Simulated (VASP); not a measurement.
Here is the system:

```
AlFe
1.0
    2.91000     0.00000     0.00000
    0.00000     2.91000     0.00000
    0.00000     0.00000     2.91000
Al Fe
1 1
Direct
  0.50000   0.50000   0.50000
  0.00000   0.00000   0.00000
```

All values below come from AM05 GGA, VASP's PBE PAW potentials (set 64) (plane waves; VASP 6.6.1). Numerical set-up: 520 eV cut-off, 11×11×11 Γ-centred mesh, first-order Methfessel-Paxton smearing of 0.10 eV, potentials Al Fe.

Energy and stress use the plane-wave basis of the starting cell.

Q: The ions, cell shape and volume are relaxed. What does this cell relax into?

A: 
```
AlFe
1.0
    2.84057     0.00000     0.00000
    0.00000     2.84057     0.00000
    0.00000     0.00000     2.84057
Al Fe
1 1
Direct
  0.50000   0.50000   0.50000
  0.00000   0.00000   0.00000
```
Space group Pm-3m (221), at a tolerance of 0.03 Å.

Q: How do energy and volume change from the first to the last step?

A: The energy (σ→0) changes by -35.2 meV/atom and the volume by -7.0 %, in 3 ionic steps.

The compound is FeAl in the CsCl type structure. This run relaxes it. Symmetry was kept, so distortions that lower it aren't found. The run is not spin-polarised, so no magnetic state was tried. The electron count is odd and the run is not spin-polarised, which forces a metal.
